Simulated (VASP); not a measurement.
A convergence study with VASP on ZnS (wurtzite): one setting is varied, all else stays as given below, so the limit is that of these other settings. Each run relaxes cell and ions from the cell shown. The basis is that of the starting cell, so low cut-offs carry a Pulay error.

```yaml
crystal:
  lattice:
    - [1.91000, -3.30822, 0.00000]
    - [1.91000, 3.30822, 0.00000]
    - [0.00000, 0.00000, 6.26000]
  atoms:
    - { symbol: Zn, position: [0.66667, 0.33333, 0.50000] }
    - { symbol: Zn, position: [0.33333, 0.66667, 0.00000] }
    - { symbol: S, position: [0.66667, 0.33333, 0.87500] }
    - { symbol: S, position: [0.33333, 0.66667, 0.37500] }
```

Calculation: PBE GGA, VASP's PBE PAW potentials (set 64) (plane waves; VASP). The tightest run used: 700 eV cut-off, 6×6×3 Γ-centred mesh, Gaussian smearing of 0.050 eV, potentials Zn S.

Gaps are read on the run's mesh, which can miss a band edge.

Problem. The settings run are ENCUT = 200; ENCUT = 250; ENCUT = 300; ENCUT = 350; ENCUT = 400; ENCUT = 450; ENCUT = 500; ENCUT = 550; ENCUT = 600; ENCUT = 650; ENCUT = 700. From which on does the relaxed volume stay within 0.05 Å³/atom of the tightest run?

Solution. From ENCUT = 450 on: it is off by 0.035 there and by no more than 0.05 in any finer run, while ENCUT = 400 is off by 0.069.
| setting | relaxed volume (Å³/atom) | E (eV/atom) | gap on the mesh (eV) | plane waves | difference judged (Å³/atom) |
|---|---|---|---|---|---|
| ENCUT = 200 | 16.933 | -3.5136 | 2.928 | 537 | 3.305 |
| ENCUT = 250 | 19.261 | -3.4085 | 2.286 | 723 | 0.977 |
| ENCUT = 300 | 20.155 | -3.4198 | 2.083 | 945 | 0.083 |
| ENCUT = 350 | 20.176 | -3.4208 | 2.081 | 1189 | 0.061 |
| ENCUT = 400 | 20.168 | -3.4209 | 2.085 | 1460 | 0.069 |
| ENCUT = 450 | 20.202 | -3.4216 | 2.079 | 1761 | 0.035 |
| ENCUT = 500 | 20.229 | -3.4221 | 2.073 | 2023 | 0.008 |
| ENCUT = 550 | 20.234 | -3.4222 | 2.072 | 2346 | 0.004 |
| ENCUT = 600 | 20.222 | -3.4222 | 2.075 | 2671 | 0.015 |
| ENCUT = 650 | 20.232 | -3.4222 | 2.073 | 2994 | 0.006 |
| ENCUT = 700 | 20.237 | -3.4222 | 2.072 | 3357 | 0.000 |

Left out are rungs that failed or repeat a setting and relaxations that didn't move; long series are thinned to 24 rows.

The compound is ZnS in the wurtzite structure, the high-temperature form.
